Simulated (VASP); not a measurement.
The system is BW5.

```xyz
6
Lattice="5.2490 0.0000 0.0000 -2.6245 4.5458 0.0000 0.0000 0.0000 4.1712" Properties=species:S:1:pos:R:3 pbc="T T T"
B     0.0000    0.0000    0.0000
W     0.0000    3.0305    0.0000
W     2.6245    1.5153    0.0000
W     2.6245    0.0000    2.0856
W     1.3123    2.2729    2.0856
W    -1.3123    2.2729    2.0856
```

The cell was built by a generator and needn't be a form met in nature.

The cell isn't the ideal one: species swapped into the PrCo5 type (P6/mmm, No. 191).

```yaml
Program: VASP 6.6.1
Task: relaxation of cell and atoms
Functional: PBE
Potentials_or_basis: VASP PAW PBE potentials, release 64 (B, W_sv)
Cutoff: 600 eV
k_mesh: 6 × 6 × 4
Occupations: gaussian, width 0.1 eV
Spin: no spin polarisation
```

At the start: pressure 23.8 GPa; volume 16.59 Å³/atom.

Problem. Where does the relaxation end?

Solution. Over 16 steps the energy falls by 262.8 meV/atom and the volume is 17.70 Å³/atom (+6.7 %); space group P6/mmm (No. 191, to 0.05 Å).

The path:
```
step  energy change (eV)  largest force (eV/Å)  pressure (GPa)  volume (Å³)
   1              0.0000                0.0000           23.79        99.53
   2              2.3258                0.0000          -30.69       138.41
   3             -1.0437                0.0000           -6.09       111.89
   4             -1.0573                0.0000           -4.05       110.75
   5             -1.0579                0.0000           -3.60       110.52
   6             -1.4087                0.0000            0.25       106.91
   7             -1.0456                0.0000           17.94        98.80
   8             -1.5219                0.0000            3.53       104.72
   9             -1.5278                0.0000            5.12       103.83
  10             -1.4855                0.0000           -4.01       108.41
  11             -1.5738                0.0000            0.65       105.83
  12             -1.5739                0.0000            0.73       105.78
  13             -1.5739                0.0000            0.81       105.75
  14             -1.5766                0.0000           -0.38       106.39
  15             -1.5767                0.0000           -0.22       106.31
  16             -1.5768                0.0000            0.06       106.18
```

Final structure:
```
CELL_PARAMETERS angstrom
5.04629 0.00000 0.00000
-2.52315 4.37022 0.00000
0.00000 0.00000 4.81488
ATOMIC_POSITIONS crystal
B 0.00000 0.00000 0.00000
W 0.33333 0.66667 0.00000
W 0.66667 0.33333 0.00000
W 0.50000 0.00000 0.50000
W 0.50000 0.50000 0.50000
W 0.00000 0.50000 0.50000
```

Caveat: the k mesh is coarse (spacing up to 0.38 Å⁻¹), so the values aren't converged.
